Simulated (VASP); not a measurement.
# Lattice of MgGe3Pd across functionals, part 3 of 3

Wanted: equilibrium cells of MgGe3Pd at many levels, with their cost. The cell is invented: it takes the structure of a Materials Project entry for SrGe3Pd (space group 107 there), with some of its atoms replaced by other elements, volume scaled by an estimate. It may not be a known or stable phase.

VASP 6.6.1, plane waves and PAW; the level of theory is named at each step.

So far. Step 3 (Second relaxation): It ends with a largest force of 0.035 eV/Å and a pressure of 0.09 GPa. Step 4 (Relaxation with PBE): It ends with a largest force of 0.009 eV/Å and a pressure of -0.04 GPa. The conventional cell has a = 4.140 and c = 11.413 Å.

### 5. Relaxation with LDA

This step: LDA; plane waves and PAW (Pd, Ge_d, Mg); invented cell (VASP 6.6.1).

LDA, the lowest rung, knows the local density alone.

INCAR

```
SYSTEM = MgGe3Pd
PREC = Accurate
ENCUT = 520
EDIFF = 1E-06
NELM = 100
ISMEAR = -1
SIGMA = 0.05
LREAL = .FALSE.
ALGO = Normal
GGA = CA
NBANDS = 33
LORBIT = 11
LWAVE = .FALSE.
LCHARG = .FALSE.
KPAR = 2
IBRION = 2
NSW = 60
ISIF = 3
EDIFFG = -0.01
```

POSCAR

```
MgGe3Pd
1.0
   -2.0593662977      2.0593662977      5.7170375175
    2.0593662977     -2.0593662977      5.7170375175
    2.0593662977      2.0593662977     -5.7170375175
Pd Ge Mg
1 3 1
Direct
    0.6107384726      0.6107384726      0.0000000000
    0.3971550370      0.3971550370      0.0000000000
    0.7506277903      0.2506277903      0.5000000000
    0.2506277903      0.7506277903      0.5000000000
    0.0385459197      0.0385459197      0.0000000000
```

KPOINTS

```
Automatic mesh
0
Gamma
9 9 9
0 0 0
```

Potentials, in the order of the species: Pd, Ge_d and Mg (PBE family, release 64).

Started as:

```console
mpirun -np 2 vasp_std
```

Output:

```text
[banner, memory and clock lines left out]
running    2 mpi-ranks, on    1 nodes
 distrk:  each k-point on    1 cores,    2 groups
 distr:  one band on    1 cores,    1 groups

 POSCAR found type information on POSCAR PdGeMg
 POSCAR found :  3 types and       5 ions
|                                                                             |
|               ----> ADVICE to this user running VASP <----                  |
|                                                                             |
|     You enforced a specific xc type in the INCAR file but a different       |
|     [... a line on the potential file left out ...]
|     I HOPE YOU KNOW WHAT YOU ARE DOING!                                     |
|                                                                             |

 LDA part: xc-table for (Slater(with rela. corr.)+CA(PZ))
 , standard interpolation
 POSCAR, INCAR and KPOINTS ok, starting setup
 FFT: planning ... GRIDC
 FFT: planning ... GRID_SOFT
 FFT: planning ... GRID
 WAVECAR not read
 entering main loop
       N       E                     dE             d eps       ncg     rms          rms(c)
DAV:   1     0.489004297309E+03    0.48900E+03   -0.26409E+04  5798   0.400E+03
DAV:   2     0.571620418987E+02   -0.43184E+03   -0.42179E+03  4958   0.848E+02
DAV:   3    -0.214502202371E+02   -0.78612E+02   -0.77691E+02  5706   0.207E+02
DAV:   4    -0.255786371759E+02   -0.41284E+01   -0.41116E+01  5772   0.541E+01
DAV:   5    -0.256751686719E+02   -0.96531E-01   -0.96450E-01  5818   0.918E+00    0.778E+00
DAV:   6    -0.251104477684E+02    0.56472E+00   -0.32316E+00  6048   0.126E+01    0.379E+00
DAV:   7    -0.248831400255E+02    0.22731E+00   -0.91260E-01  5550   0.810E+00    0.227E+00
DAV:   8    -0.248156034347E+02    0.67537E-01   -0.20347E-01  6372   0.528E+00    0.503E-01
DAV:   9    -0.248117799280E+02    0.38235E-02   -0.36441E-02  6040   0.203E+00    0.218E-01
DAV:  10    -0.248111921258E+02    0.58780E-03   -0.51935E-03  5350   0.912E-01    0.601E-02
DAV:  11    -0.248111403113E+02    0.51814E-04   -0.36785E-04  5914   0.674E-01    0.198E-02
DAV:  12    -0.248111449124E+02   -0.46011E-05   -0.76534E-05  7206   0.106E-01    0.121E-02
DAV:  13    -0.248111438738E+02    0.10386E-05   -0.95499E-06  6277   0.778E-02    0.340E-03
DAV:  14    -0.248111440255E+02   -0.15176E-06   -0.38410E-06  3894   0.336E-02
   1 F= -.24811144E+02 E0= -.24806308E+02  d E =-.248111E+02
 curvature:   0.00 expect dE= 0.000E+00 dE for cont linesearch  0.000E+00
 trial: gam= 0.00000 g(F)=  0.437E-02 g(S)=  0.257E+00 ort = 0.000E+00 (trialstep = 0.100E+01)
 search vector abs. value=  0.262E+00
 bond charge predicted
       N       E                     dE             d eps       ncg     rms          rms(c)
DAV:   1    -0.300124035191E+02   -0.52013E+01   -0.67067E+01  6343   0.104E+02    0.150E+01
DAV:   2    -0.264794954206E+02    0.35329E+01   -0.23961E+01  5396   0.508E+01    0.773E+00
DAV:   3    -0.252631101691E+02    0.12164E+01   -0.36045E+00  6027   0.250E+01    0.381E+00
DAV:   4    -0.249427570608E+02    0.32035E+00   -0.10036E+00  6518   0.115E+01    0.173E+00
DAV:   5    -0.248899058810E+02    0.52851E-01   -0.25448E-01  6153   0.921E+00    0.775E-01
DAV:   6    -0.248811151442E+02    0.87907E-02   -0.41799E-02  5680   0.649E+00    0.210E-01
DAV:   7    -0.248817830690E+02   -0.66792E-03   -0.94995E-03  6288   0.139E+00    0.115E-01
DAV:   8    -0.248818267375E+02   -0.43668E-04   -0.20098E-03  5985   0.880E-01    0.309E-02
DAV:   9    -0.248818074820E+02    0.19255E-04   -0.14542E-04  5809   0.473E-01    0.137E-02
DAV:  10    -0.248818059275E+02    0.15545E-05   -0.47994E-05  7992   0.152E-01    0.289E-03
DAV:  11    -0.248818070400E+02   -0.11124E-05   -0.12631E-05  4854   0.814E-02    0.223E-03
DAV:  12    -0.248818070875E+02   -0.47488E-07   -0.13766E-06  3120   0.403E-02
   2 F= -.24881807E+02 E0= -.24877225E+02  d E =-.706631E-01
[... from here on, the cycles between the ionic steps are left out ...]
   3 F= -.24904346E+02 E0= -.24899740E+02  d E =-.932023E-01
   4 F= -.24904307E+02 E0= -.24899698E+02  d E =-.931629E-01
   5 F= -.24904811E+02 E0= -.24900193E+02  d E =-.503645E-03
   6 F= -.24905510E+02 E0= -.24900868E+02  d E =-.120292E-02
   7 F= -.24905674E+02 E0= -.24901033E+02  d E =-.163898E-03
   8 F= -.24905675E+02 E0= -.24901035E+02  d E =-.165381E-03
   9 F= -.24905675E+02 E0= -.24901034E+02  d E =-.164893E-03
  10 F= -.24905675E+02 E0= -.24901035E+02  d E =-.165421E-03
  11 F= -.24905642E+02 E0= -.24900998E+02  d E =0.328649E-04
  12 F= -.24905833E+02 E0= -.24901177E+02  d E =-.157738E-03
  13 F= -.24905835E+02 E0= -.24901178E+02  d E =-.160060E-03
  14 F= -.24905857E+02 E0= -.24901199E+02  d E =-.216269E-04
  15 F= -.24905880E+02 E0= -.24901222E+02  d E =-.450224E-04
  16 F= -.24905956E+02 E0= -.24901299E+02  d E =-.753026E-04
  17 F= -.24905966E+02 E0= -.24901310E+02  d E =-.857954E-04
  18 F= -.24906175E+02 E0= -.24901520E+02  d E =-.294833E-03
  19 F= -.24906175E+02 E0= -.24901519E+02  d E =-.294859E-03
 curvature:  -0.74 expect dE=-0.463E-04 dE for cont linesearch -0.210E-06
 trial: gam= 0.12397 g(F)=  0.234E-04 g(S)=  0.387E-04 ort = 0.103E-04 (trialstep = 0.101E+01)
 search vector abs. value=  0.705E-04
 bond charge predicted
       N       E                     dE             d eps       ncg     rms          rms(c)
DAV:   1    -0.249065653899E+02   -0.38988E-03   -0.17231E-02  5573   0.144E+00    0.159E-01
DAV:   2    -0.249061363133E+02    0.42908E-03   -0.26977E-03  5645   0.646E-01    0.851E-02
DAV:   3    -0.249060136989E+02    0.12261E-03   -0.48711E-04  5669   0.270E-01    0.434E-02
DAV:   4    -0.249059655368E+02    0.48162E-04   -0.11275E-04  6527   0.114E-01    0.114E-02
DAV:   5    -0.249059618855E+02    0.36513E-05   -0.16009E-05  6379   0.103E-01    0.586E-03
DAV:   6    -0.249059615915E+02    0.29403E-06   -0.56749E-06  4917   0.524E-02
  20 F= -.24905962E+02 E0= -.24901300E+02  d E =0.213646E-03
 trial-energy change:    0.000214  1 .order   -0.000014   -0.000064    0.000036
 step:   0.6477(harm=  0.6477)  dis= 0.00072  next Energy=   -24.906196 (dE=-0.205E-04)
 reached required accuracy - stopping structural energy minimisation
```

Elapsed: 25 min, on 2 MPI ranks of Intel Xeon Platinum 8259CL at 2.50GHz (Skylake/Cascade Lake), shared host; peak memory 0.83 GiB.

Parts of OUTCAR (step 5):

```text
   NELECT =      54.0000    total number of electrons

 E-fermi :   6.6617

 k-point     1 :       0.0000    0.0000    0.0000
  band No.  band energies     occupation
    ...
     23       3.0130      2.00000
     24       3.5827      2.00000
     25       4.7297      2.00000
     26       4.7297      2.00000
     27       6.7004      0.63139
     28       6.9548      0.00567
     29       6.9548      0.00567
     30       9.2408      0.00000
     31       9.7130      0.00000
     32      11.6236      0.00000
    ...

  Total        0.0335000      0.0335000      0.0303174      0.0000000      0.0000000      0.0000000
  in kB        0.5875393      0.5875393      0.5317207      0.0000000      0.0000000      0.0000000
  external PRESSURE =       0.5689331 kB  Pullay stress =       0.0000000 kB

 POSITION                                       TOTAL-FORCE (eV/Angst)
 -----------------------------------------------------------------------------------
      0.00000      0.00000      6.81556        -0.000000     -0.000000     -0.003362
      2.02632      2.02632     -1.13657         0.000000      0.000000      0.004775
      0.00000      2.02632      2.78698         0.000000     -0.000000      0.001414
      2.02632      0.00000      2.78698        -0.000000      0.000000      0.001414
      0.00000      0.00000      0.40197        -0.000000     -0.000000     -0.004241
 -----------------------------------------------------------------------------------
    total drift:                               -0.000000     -0.000000      0.004977

  FREE ENERGIE OF THE ION-ELECTRON SYSTEM (eV)
  ---------------------------------------------------
  free  energy   TOTEN  =       -24.9059615915 eV

  energy  without entropy=      -24.8966387186  energy(sigma->0) =      -24.90130016

[... 8 parts as in an earlier step ...]

[... 10 further parts left out ...]
```

The PAW data sets were made with PBE, though LDA sets exist; this is a small mismatch.

Relaxation path:

```csv
step,energy less that of the first step (eV),largest force (eV/Å),pressure (GPa),volume (Å³)
1,0.0000,0.1744,-4.87,96.98
2,-0.0707,0.1281,2.91,88.94
3,-0.0932,0.0764,0.05,91.44
4,-0.0932,0.0789,-0.05,91.55
5,-0.0937,0.0511,-0.10,91.57
6,-0.0944,0.0396,-0.11,91.63
7,-0.0945,0.0391,0.12,91.41
8,-0.0945,0.0405,0.03,91.43
9,-0.0945,0.0393,0.17,91.41
10,-0.0945,0.0404,0.02,91.42
11,-0.0945,0.0322,0.10,91.42
12,-0.0947,0.0154,0.01,91.41
13,-0.0947,0.0132,0.06,91.41
14,-0.0947,0.0261,-0.10,91.57
15,-0.0947,0.0191,-0.09,91.49
16,-0.0948,0.0186,-0.01,91.46
17,-0.0948,0.0184,0.00,91.44
18,-0.0950,0.0186,0.06,91.44
19,-0.0950,0.0188,-0.06,91.44
20,-0.0948,0.0048,0.06,91.35
```

```csv
"conventional cell, symmetrised",before,after,change
a (Å),4.119,4.053,-1.6 %
b (Å),4.119,4.053,-1.6 %
c (Å),11.434,11.124,-2.7 %
volume (Å³/atom),19.40,18.27,-5.8 %
```

The atoms that moved most (Å, as changes of fractional coordinates times the final cell):

```csv
atom,dx,dy,dz,length
Mg5,0.000,0.000,-0.027,0.027
Pd1,0.000,0.000,0.021,0.021
Ge2,0.000,0.000,0.008,0.008
```

Final coordinates:

```xyz
5
Lattice="-2.0263 2.0263 5.5622 2.0263 -2.0263 5.5622 2.0263 2.0263 -5.5622" Properties=species:S:1:pos:R:3 pbc="T T T"
Pd    0.0000    0.0000    6.8156
Ge    0.0000    0.0000    4.4256
Ge    0.0000    2.0263    2.7870
Ge    2.0263    0.0000    2.7870
Mg    0.0000    0.0000    0.4020
```

This step gave:

```
free energy (TOTEN)             : -24.91 eV
energy at zero smearing         : -24.90 eV
Fermi energy                    : 6.662 eV
pressure                        : 0.05689 GPa
SCF cycles over all ionic steps : 130
```

It ends at 18.27 Å³/atom, -5.8 % from the start, with 0.06 GPa left. The conventional cell has a = 4.053 and c = 11.124 Å.

### 6. Relaxation with PBEsol

This step: PBEsol; plane waves and PAW (Pd, Ge_d, Mg); invented cell (VASP 6.6.1).

PBEsol restores the gradient expansion of exchange and is tuned for the cells of solids.

INCAR, as its differences from that of step 5:

```diff
@@ -9,3 +9,3 @@
 ALGO = Normal
-GGA = CA
+GGA = PS
 NBANDS = 33
```

POSCAR is that of step 5.

KPOINTS is that of step 5.

Started as:

```console
mpirun -np 2 vasp_std
```

Output:

```text
[banner, memory and clock lines left out]
running    2 mpi-ranks, on    1 nodes
[...]
[... a notice as in an earlier step ...]

 LDA part: xc-table for (Slater+PW92), standard interpolation
 POSCAR, INCAR and KPOINTS ok, starting setup
[...]
entering main loop
       N       E                     dE             d eps       ncg     rms          rms(c)
DAV:   1     0.488652372146E+03    0.48865E+03   -0.26421E+04  5791   0.400E+03
DAV:   2     0.577716950523E+02   -0.43088E+03   -0.42081E+03  4950   0.849E+02
DAV:   3    -0.200111780281E+02   -0.77783E+02   -0.76872E+02  5673   0.206E+02
DAV:   4    -0.240645106343E+02   -0.40533E+01   -0.40370E+01  5779   0.535E+01
[...]
DAV:  12    -0.234136663709E+02   -0.46216E-05   -0.69247E-05  7232   0.872E-02    0.117E-02
DAV:  13    -0.234136659561E+02    0.41483E-06   -0.11401E-05  5402   0.804E-02    0.485E-03
DAV:  14    -0.234136656761E+02    0.28000E-06   -0.35444E-06  4091   0.367E-02
   1 F= -.23413666E+02 E0= -.23408863E+02  d E =-.234137E+02
[... from here on, the cycles between the ionic steps are left out ...]
   2 F= -.23440767E+02 E0= -.23436141E+02  d E =-.271014E-01
   3 F= -.23447593E+02 E0= -.23442936E+02  d E =-.339270E-01
   4 F= -.23447554E+02 E0= -.23442894E+02  d E =-.338883E-01
   5 F= -.23448231E+02 E0= -.23443564E+02  d E =-.676729E-03
   6 F= -.23449277E+02 E0= -.23444593E+02  d E =-.172285E-02
   7 F= -.23449441E+02 E0= -.23444749E+02  d E =-.164112E-03
   8 F= -.23449401E+02 E0= -.23444692E+02  d E =-.124672E-03
   9 F= -.23449497E+02 E0= -.23444794E+02  d E =-.220078E-03
  10 F= -.23449517E+02 E0= -.23444820E+02  d E =-.240278E-03
  11 F= -.23449717E+02 E0= -.23445016E+02  d E =-.199619E-03
  12 F= -.23450048E+02 E0= -.23445339E+02  d E =-.531204E-03
  13 F= -.23449803E+02 E0= -.23445086E+02  d E =-.285800E-03
  14 F= -.23450100E+02 E0= -.23445388E+02  d E =-.583323E-03
  15 F= -.23450097E+02 E0= -.23445384E+02  d E =-.579955E-03
  16 F= -.23450187E+02 E0= -.23445482E+02  d E =-.903475E-04
  17 F= -.23450183E+02 E0= -.23445477E+02  d E =-.859222E-04
  18 F= -.23450186E+02 E0= -.23445481E+02  d E =-.891486E-04
  19 F= -.23450186E+02 E0= -.23445480E+02  d E =-.885957E-04
  20 F= -.23450207E+02 E0= -.23445504E+02  d E =-.215778E-04
  21 F= -.23450221E+02 E0= -.23445526E+02  d E =-.352464E-04
[...]
reached required accuracy - stopping structural energy minimisation
```

Run time: 28 min. Hardware: 2 MPI ranks; peak memory 0.98 GiB; 56 min of CPU time.

From OUTCAR (step 6):

```text
  Total       -0.0276760     -0.0276760     -0.0178286      0.0000000     -0.0000000      0.0000000
  in kB       -0.4737749     -0.4737749     -0.3052009      0.0000000     -0.0000000      0.0000000
  external PRESSURE =      -0.4175835 kB  Pullay stress =       0.0000000 kB

 POSITION                                       TOTAL-FORCE (eV/Angst)
 -----------------------------------------------------------------------------------
      0.00000      0.00000      6.87484        -0.000000     -0.000000      0.009497
      0.00000      0.00000      4.46737        -0.000000     -0.000000     -0.007595
     -0.00000      2.04247      2.81346        -0.000000      0.000000      0.000793
      2.04247     -0.00000      2.81346         0.000000     -0.000000      0.000793
      0.00000      0.00000      0.39235         0.000000      0.000000     -0.003488
 -----------------------------------------------------------------------------------
    total drift:                               -0.000002     -0.000002      0.001531

  FREE ENERGIE OF THE ION-ELECTRON SYSTEM (eV)
  ---------------------------------------------------
  free  energy   TOTEN  =       -23.4502209022 eV

  energy  without entropy=      -23.4408305829  energy(sigma->0) =      -23.44552574

[... 2 parts as in an earlier step ...]

[... 2 further parts left out ...]
[key lines of the parts left out:]
E-fermi :   6.5639
```

The PAW data sets were made with PBE, which is usual practice but a small mismatch for other functionals.

Relaxation path:

```csv
step,energy less that of the first step (eV),largest force (eV/Å),pressure (GPa),volume (Å³)
1,0.0000,0.1295,-2.89,96.98
2,-0.0271,0.1099,1.49,92.15
3,-0.0339,0.0769,0.17,93.58
4,-0.0339,0.0793,-0.03,93.70
5,-0.0346,0.0635,-0.08,93.74
6,-0.0356,0.0539,-0.08,93.83
7,-0.0358,0.0473,-0.05,93.66
8,-0.0357,0.0693,0.15,93.37
9,-0.0358,0.0554,0.23,93.46
10,-0.0359,0.0454,0.15,93.56
11,-0.0361,0.0372,0.00,93.58
12,-0.0364,0.0333,-0.09,93.64
13,-0.0361,0.0267,-0.23,93.77
14,-0.0364,0.0321,-0.04,93.68
15,-0.0364,0.0312,-0.18,93.69
16,-0.0365,0.0122,0.06,93.59
17,-0.0365,0.0157,-0.10,93.60
18,-0.0365,0.0136,0.04,93.59
19,-0.0365,0.0144,-0.02,93.59
20,-0.0365,0.0079,-0.08,93.59
21,-0.0366,0.0095,-0.04,93.59
```

```csv
"conventional cell, symmetrised",before,after,change
a (Å),4.119,4.085,-0.8 %
b (Å),4.119,4.085,-0.8 %
c (Å),11.434,11.218,-1.9 %
volume (Å³/atom),19.40,18.72,-3.5 %
```

The atoms that moved most (Å, as changes of fractional coordinates times the final cell):

```csv
atom,dx,dy,dz,length
Mg5,0.000,0.000,-0.040,0.040
Pd1,0.000,0.000,0.024,0.024
Ge2,0.000,0.000,0.012,0.012
```

The relaxed structure:

```xyz
5
Lattice="-2.0425 2.0425 5.6088 2.0425 -2.0425 5.6088 2.0425 2.0425 -5.6088" Properties=species:S:1:pos:R:3 pbc="T T T"
Pd    0.0000    0.0000    6.8748
Ge    0.0000    0.0000    4.4674
Ge    0.0000    2.0425    2.8135
Ge    2.0425    0.0000    2.8135
Mg    0.0000    0.0000    0.3924
```

It ends at 18.72 Å³/atom, -3.5 % from the start, with -0.04 GPa left. The conventional cell has a = 4.085 and c = 11.218 Å.

### 7. Relaxation with r2SCAN

This step: r2SCAN; plane waves and PAW (Pd, Ge_d, Mg); invented cell (VASP 6.6.1).

r2SCAN adds the kinetic-energy density, costs more than a GGA and is run with LASPH.

INCAR, as its differences from that of step 6:

```diff
@@ -9,3 +9,4 @@
 ALGO = Normal
-GGA = PS
+METAGGA = R2SCAN
+LASPH = .TRUE.
 NBANDS = 33
```

POSCAR is that of step 6.

KPOINTS is that of step 6.

Started as:

```console
mpirun -np 2 vasp_std
```

Output:

```text
[banner, memory and clock lines left out]
running    2 mpi-ranks, on    1 nodes
[...]
[... a notice as in an earlier step ...]

 LDA part: xc-table for (None), standard interpolation
 POSCAR, INCAR and KPOINTS ok, starting setup
[...]
entering main loop
       N       E                     dE             d eps       ncg     rms          rms(c)
DAV:   1     0.453383951326E+03    0.45338E+03   -0.27333E+04  5792   0.414E+03
DAV:   2     0.729637721921E+01   -0.44609E+03   -0.43565E+03  4950   0.881E+02
DAV:   3    -0.726489595095E+02   -0.79945E+02   -0.79040E+02  5596   0.212E+02
DAV:   4    -0.769033329794E+02   -0.42544E+01   -0.42360E+01  5846   0.553E+01
[...]
DAV:  13    -0.691394377377E+02    0.67951E-05   -0.48354E-05  6108   0.175E-01    0.908E-03
DAV:  14    -0.691394390317E+02   -0.12940E-05   -0.17447E-05  5906   0.136E-01    0.236E-03
DAV:  15    -0.691394387326E+02    0.29916E-06   -0.54390E-06  4634   0.298E-02
   1 F= -.69139439E+02 E0= -.69135728E+02  d E =-.691394E+02
[...]
N       E                     dE             d eps       ncg     rms          rms(c)
DAV:   1    -0.703080912256E+02   -0.11687E+01   -0.16093E+01  6344   0.534E+01    0.683E+00
DAV:   2    -0.694720064176E+02    0.83608E+00   -0.40938E+00  5506   0.247E+01    0.366E+00
DAV:   3    -0.692436502293E+02    0.22836E+00   -0.74892E-01  6034   0.129E+01    0.184E+00
DAV:   4    -0.691642819033E+02    0.79368E-01   -0.22881E-01  6805   0.794E+00    0.650E-01
 hard stop encountered!  aborting job ...
|                                                                             |
|           W    W    AA    RRRRR   N    N  II  N    N   GGGG   !!!           |
|           W    W   A  A   R    R  NN   N  II  NN   N  G    G  !!!           |
|           W    W  A    A  R    R  N N  N  II  N N  N  G       !!!           |
|           W WW W  AAAAAA  RRRRR   N  N N  II  N  N N  G  GGG   !            |
|           WW  WW  A    A  R   R   N   NN  II  N   NN  G    G                |
|           W    W  A    A  R    R  N    N  II  N    N   GGGG   !!!           |
|                                                                             |
|     The electronic self-consistency was not achieved in the given           |
|     number of steps (NELM). The forces and other quantities evaluated       |
|     might not be reliable so examine the results carefully. If you find     |
|     spurious results, we suggest increasing NELM, if you were close to      |
|     convergence or switching to a different ALGO or adjusting the           |
|     density mixing parameters otherwise.                                    |
|                                                                             |

 soft stop encountered!  aborting job ...
```

Wall time 14 min (2 MPI ranks).

The run was stopped at its time limit, by a STOPCAR file.

More ranks or a longer limit would be the way on.

### 8. The cells as a table

This step: relaxed cells at several levels; plane waves and PAW; invented cell (VASP 6.6.1).

This step runs nothing: it gathers the runs above.

Lengths are those of the conventional cell; cost is the wall time of each run, as given at its step, times its ranks, without the set-up around it. Results by level, by row:

```csv
level,volume (Å³/atom),change from the start (%),a (Å),c (Å),cost (core minutes)
PBE,19.56,0.8,4.14,11.41,26
LDA,18.27,-5.8,4.053,11.12,50.9
PBEsol,18.72,-3.5,4.085,11.22,55.8
```

### 9. Summary of results

| Item | Value |
| --- | --- |
| volume, PBE | 19.56 Å³/atom |
| volume, LDA | 18.27 Å³/atom |
| volume, PBEsol | 18.72 Å³/atom |

What this shows: For MgGe3Pd the levels give volumes between 18.27 Å³/atom (LDA) and 19.56 Å³/atom (PBE), a spread of 7.0 %, while the cost of the finished runs spans a factor of 2.1. The costs hold the number of ionic steps as well as the price of the functional. Within 0.02 Å all end in space group I4mm; the runs can't lower the symmetry of the start. Not obtained: r2SCAN, because the run hit its time limit. Each is a single relaxation on the plane waves of the start cell, so larger changes of volume carry a basis-set error that was not tested here. Zero-point and thermal expansion are not included. Nothing here tests the cell against competing phases.

[Lines on the potential files, build, host, timing and source positions are cut from VASP's logs without a mark.]

[Logs are printed without paths, hosts, clocks, repeated set-up lines and the standing remarks that a program may print on its own settings, such as how far it seeks lower states.]

[Hosts, paths, dates, database ids (printed as entryN), source tags and the programs' standing remarks are cut or masked in the printed files.]

[A measured line is paired with the nearest computed mode of its activity, which favours agreement.]
